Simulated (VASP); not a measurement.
Level of theory: PBEsol GGA with spin-orbit coupling, VASP's PBE PAW potentials (set 64) (plane waves; VASP).

The input files of a VASP run:

### KPOINTS
```
Automatic mesh
0
Gamma
9 9 9
0 0 0
```

### INCAR
```
ALGO = Normal
EDIFF = 1E-6
ENCUT = 400
GGA = PS
GGA_COMPAT = .FALSE.
ISMEAR = 0
LASPH = .TRUE.
LCHARG = .FALSE.
LMAXMIX = 6
LREAL = .FALSE.
LSORBIT = .TRUE.
LWAVE = .FALSE.
MAGMOM = 6*0
NELM = 100
PREC = Accurate
SIGMA = 0.05
SYSTEM = PrZn
```

File POSCAR:
```
PrZn
3.6425090
  1.0000000628   0.0000000000   0.0000000000
  0.0000000000   1.0000000628   0.0000000000
  0.0000000000   0.0000000000   1.0000000628
Pr Zn
1 1
Cart
  0.0000000000   0.0000000000   0.0000000000
  0.5000000314   0.5000000314   0.5000000314
```

**KPOINTS_OPT**
```
k-points along high-symmetry lines
8
Line-mode
Reciprocal
  0.000000   0.000000   0.000000 ! GAMMA
  0.000000   0.500000   0.000000 ! X

  0.000000   0.500000   0.000000 ! X
  0.500000   0.500000   0.000000 ! M

  0.500000   0.500000   0.000000 ! M
  0.000000   0.000000   0.000000 ! GAMMA

  0.000000   0.000000   0.000000 ! GAMMA
  0.500000   0.500000   0.500000 ! R

  0.500000   0.500000   0.500000 ! R
  0.000000   0.500000   0.000000 ! X

  0.500000   0.500000   0.500000 ! R
  0.500000   0.500000   0.000000 ! M
```

POTCAR, in this order: Pr_3 Zn (PBE.64 set). Program: vasp_ncl.

What VASP printed:

File OSZICAR:
```
       N       E                     dE             d eps       ncg     rms          rms(c)
DAV:   1     0.166341022653E+03    0.16634E+03   -0.94389E+03  2100   0.150E+03
DAV:   2     0.500248521865E+01   -0.16134E+03   -0.15676E+03  2190   0.365E+02
DAV:   3    -0.721517906857E+01   -0.12218E+02   -0.11823E+02  2900   0.106E+02
DAV:   4    -0.795142212802E+01   -0.73624E+00   -0.73193E+00  3126   0.168E+01
DAV:   5    -0.796642787403E+01   -0.15006E-01   -0.15003E-01  2692   0.217E+00    0.519E+00
DAV:   6    -0.763035259411E+01    0.33608E+00   -0.23295E+00  2580   0.276E+01    0.307E+00
DAV:   7    -0.759973575595E+01    0.30617E-01   -0.28431E-01  2528   0.771E+00    0.152E+00
DAV:   8    -0.758747573626E+01    0.12260E-01   -0.30211E-02  2844   0.185E+00    0.226E-01
DAV:   9    -0.758690711469E+01    0.56862E-03   -0.27852E-03  2760   0.744E-01    0.109E-01
DAV:  10    -0.758688284756E+01    0.24267E-04   -0.20784E-04  2836   0.109E-01    0.582E-02
DAV:  11    -0.758686585320E+01    0.16994E-04   -0.67433E-05  2682   0.669E-02    0.922E-03
DAV:  12    -0.758686286361E+01    0.29896E-05   -0.78177E-06  2476   0.305E-02    0.577E-03
DAV:  13    -0.758686337777E+01   -0.51416E-06   -0.18912E-06  1956   0.193E-02
   1 F= -.75868634E+01 E0= -.75848071E+01  d E =-.411263E-02  mag=    -0.0000     0.0000     0.0000
       N       E                     dE             ncg
       N       E                     dE             ncg
```

### OUTCAR
```
------------------------ aborting loop because EDIFF is reached ----------------------------------------
  FORCE on cell =-STRESS in cart. coord.  units (eV):
  Direction    XX          YY          ZZ          XY          YZ          ZX
  --------------------------------------------------------------------------------------
  Total       -0.0407349     -0.0407349     -0.0407349      0.0000000     -0.0000000      0.0000000
  in kB       -1.3504414     -1.3504414     -1.3504414      0.0000000     -0.0000000      0.0000000
  external PRESSURE =      -1.3504414 kB  Pullay stress =       0.0000000 kB
  volume of cell :       48.33
      direct lattice vectors                 reciprocal lattice vectors
     3.642509229  0.000000000  0.000000000     0.274536024  0.000000000  0.000000000
     0.000000000  3.642509229  0.000000000     0.000000000  0.274536024  0.000000000
     0.000000000  0.000000000  3.642509229     0.000000000  0.000000000  0.274536024
 POSITION                                       TOTAL-FORCE (eV/Angst)
 -----------------------------------------------------------------------------------
      0.00000      0.00000      0.00000         0.000000      0.000000      0.000000
      1.82125      1.82125      1.82125         0.000000      0.000000      0.000000
 -----------------------------------------------------------------------------------
    total drift:                                0.000000     -0.000000     -0.000000
  FREE ENERGIE OF THE ION-ELECTRON SYSTEM (eV)
  ---------------------------------------------------
  free  energy   TOTEN  =        -7.5868633778 eV

  energy  without entropy=       -7.5827507444  energy(sigma->0) =       -7.58480706

 Ion:    1  E_soc:     -0.4898651

 Ion:    2  E_soc:     -0.0077737
```
(Selected blocks of OUTCAR.)

The 4f electrons are frozen in the core of the lanthanide potential, so 4f levels, which can set the real gap, and their magnetism are missing.

The structure comes from a measured PrZn entry (Pm-3m) of the Crystallography Open Database, whose conditions weren't checked. It was relaxed first.
